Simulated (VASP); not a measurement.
Consider the following.

```
LiCl
1.0
    0.00000     2.59386     2.59386
    2.59386     0.00000     2.59386
    2.59386     2.59386     0.00000
Li Cl
1 1
Direct
  0.00000   0.00000   0.00000
  0.50000   0.50000   0.50000
```

These are revPBE GGA, VASP's PBE PAW potentials (set 64) (plane waves; VASP) values and carry that method's errors. Run with 520 eV cut-off, 9×9×9 Γ-centred mesh, Gaussian smearing of 0.050 eV, potentials Li_sv Cl.

Q: What does the run give for the energy per atom (σ→0), band gap (on the k-mesh) with the smallest direct gap where there is one?

A: 
```json
{
  "band gap (on the k-mesh)": "6.36 eV",
  "smallest direct gap (on the k-mesh)": "6.36 eV",
  "energy per atom (σ→0)": "-3511 meV/atom"
}
```

Only differences to runs with the same potentials and settings are physical.

The compound is LiCl in the rock salt structure. This cell is one point of a volume scan, at 0.97 of the reference volume.
